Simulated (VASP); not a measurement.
An input for Quantum ESPRESSO's pw.x (written as the equivalent of a VASP run, and not itself run):

```
&CONTROL
  calculation = 'relax'
  pseudo_dir = './pseudo'
  outdir = './out'
  tprnfor = .true.
  tstress = .true.
  nstep = 50
  forc_conv_thr = 0.0012
/
&SYSTEM
  ibrav = 0
  nat = 4
  ntyp = 2
  ecutwfc = 98
  occupations = 'smearing'
  smearing = 'gaussian'
  degauss = 0.009996
  input_dft = 'pbe'
/
&ELECTRONS
  conv_thr = 7.3e-05
  electron_maxstep = 100
/
&IONS
/
ATOMIC_SPECIES
  Ni 58.693 Ni.upf
  Sb 121.760 Sb.upf
CELL_PARAMETERS angstrom
     3.9296700    0.0000000    0.0000000
    -1.9648350    3.4031940    0.0000000
     0.0000000    0.0000000    5.1161900
ATOMIC_POSITIONS crystal
  Ni  -0.0060330  0.0139610  0.0019800
  Ni  -0.0184910 -0.0156280  0.4765700
  Sb   0.3585140  0.6791980  0.2669970
  Sb   0.6660100  0.3224680  0.7544530
K_POINTS automatic
  7 7 5 1 1 1
```

Task: Translate this input to VASP (INCAR, KPOINTS, POSCAR, choice of POTCAR).

Result: Several could match; the one computed here: 
File POSCAR:
```
NiSb
1.0
  3.9296700000   0.0000000000   0.0000000000
 -1.9648350000   3.4031940000   0.0000000000
  0.0000000000   0.0000000000   5.1161900000
Ni Sb
2 2
Direct
 -0.0060330000   0.0139610000   0.0019800000
 -0.0184910000  -0.0156280000   0.4765700000
  0.3585140000   0.6791980000   0.2669970000
  0.6660100000   0.3224680000   0.7544530000
```

**KPOINTS**
```
Automatic mesh
0
gamma
 7 7 5
0.5 0.5 0.5
```

### INCAR
```
SYSTEM = NiSb
PREC = Accurate
ENCUT = 300
EDIFF = 1E-03
NELM = 100
ALGO = Normal
LREAL = .FALSE.
LASPH = .TRUE.
ISMEAR = 0
SIGMA = 0.136
GGA = PE
LMAXMIX = 4
LWAVE = .FALSE.
LCHARG = .FALSE.
ISIF = 2
IBRION = 2
NSW = 50
EDIFFG = -0.03
```

POTCAR, in this order: Ni Sb (PBE.64 set). Program: vasp_std.

What does not carry over: the potentials are each code's own (VASP's PAW set, PseudoDojo norm-conserving files in pw.x), so ENCUT and ecutwfc are chosen apart and not converted; conv_thr bounds pw.x's estimated SCF error, while EDIFF bounds the energy change between steps; forc_conv_thr acts on force components and is met together with etot_conv_thr.

The structure comes from a computed database's NiSb entry; how it stands against other phases isn't given here. In the starting cell atoms are displaced from their ideal sites. This run relaxes the ions in a fixed cell. The run is one of a series of settings (EDIFF = 1E-03, EDIFFG = -0.03, IBRION = 2, NSW = 50 against the base run), some of them coarse on purpose.
